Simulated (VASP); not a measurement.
A convergence study with VASP on BaTiO3 (cubic perovskite): a few settings are varied, all else stays as given below, so the limit is that of these other settings. The cell's lengths are 1 % over those of the tabulated start and one atom is moved, so it is off equilibrium.

```xyz
5
Lattice="4.0400 0.0000 0.0000 0.0000 4.0400 0.0000 0.0000 0.0000 4.0400" Properties=species:S:1:pos:R:3 pbc="T T T"
Ba     0.0000     0.0000     0.0000
Ti     2.0200     2.0200     2.0200
O      2.0200     0.0000     2.0200
O      0.0000     2.0200     2.0200
O      2.0806     2.0200     0.0000
```

Method: PBEsol GGA, VASP's PBE PAW potentials (set 64) (plane waves; VASP). The last row used: ADDGRID = .TRUE., 600 eV cut-off, 6×6×6 Γ-centred mesh, Gaussian smearing of 0.050 eV, potentials Ba_sv Ti_sv O.

Unless said otherwise, spin-orbit coupling is left out, though it shifts the bands of the heavy elements here. Gaps are read on the run's mesh, which can miss a band edge.

| setting | E (eV/atom) | pressure (GPa) | largest force (eV/Å) | gap on the mesh (eV) | plane waves |
|---|---|---|---|---|---|
| ADDGRID = unset, ENCUT = 300, PREC = Low | -8.4594 | -41.73 | 0.304 | 1.564 | 804 |
| ADDGRID = unset, ENCUT = 300, PREC = Normal | -8.4583 | -41.69 | 0.295 | 1.564 | 804 |
| ADDGRID = .TRUE., ENCUT = 300, PREC = Normal | ___ | -41.69 | ___ | 1.564 | 804 |
| ADDGRID = .TRUE., ENCUT = 300, PREC = Accurate | -8.4554 | -41.74 | 0.285 | 1.564 | 804 |
| ADDGRID = unset, ENCUT = 400, PREC = Low | -8.3935 | -11.51 | 0.326 | 1.649 | 1222 |
| ADDGRID = unset, ENCUT = 400, PREC = Normal | -8.3923 | -11.48 | 0.316 | 1.649 | 1222 |
| ADDGRID = .TRUE., ENCUT = 400, PREC = Normal | -8.3922 | -11.47 | 0.317 | 1.649 | 1222 |
| ADDGRID = .TRUE., ENCUT = 400, PREC = Accurate | ___ | ___ | 0.317 | 1.649 | 1222 |
| ADDGRID = unset, ENCUT = 500, PREC = Low | -8.3845 | -6.88 | 0.325 | 1.642 | 1743 |
| ADDGRID = unset, ENCUT = 500, PREC = Normal | -8.3831 | -6.84 | 0.314 | 1.642 | 1743 |
| ADDGRID = .TRUE., ENCUT = 500, PREC = Normal | -8.3831 | -6.85 | 0.314 | 1.642 | 1743 |
| ADDGRID = .TRUE., ENCUT = 500, PREC = Accurate | -8.3831 | -6.85 | 0.314 | 1.642 | 1743 |
| ADDGRID = unset, ENCUT = 600, PREC = Low | -8.3856 | -6.92 | 0.325 | 1.643 | 2272 |
| ADDGRID = unset, ENCUT = 600, PREC = Normal | -8.3842 | -6.88 | 0.314 | 1.643 | 2272 |
| ADDGRID = .TRUE., ENCUT = 600, PREC = Normal | -8.3842 | -6.89 | 0.314 | 1.643 | 2272 |
| ADDGRID = .TRUE., ENCUT = 600, PREC = Accurate | -8.3842 | -6.89 | 0.314 | 1.643 | 2272 |

### Question
Some entries are withheld; supply them.

### Answer

- ADDGRID = .TRUE., ENCUT = 400, PREC = Accurate, E (eV/atom): -8.3908
- ADDGRID = .TRUE., ENCUT = 400, PREC = Accurate, pressure (GPa): -11.57
- ADDGRID = .TRUE., ENCUT = 300, PREC = Normal, E (eV/atom): -8.4581
- ADDGRID = .TRUE., ENCUT = 300, PREC = Normal, largest force (eV/Å): 0.296

Left out are rungs that failed or repeat a setting and relaxations that didn't move; long series are thinned to 24 rows.

The compound is BaTiO3 in the cubic perovskite structure, the ideal cubic form; the compound distorts at low or room temperature. The cell was not relaxed at this level, it is distorted from the ideal structure.
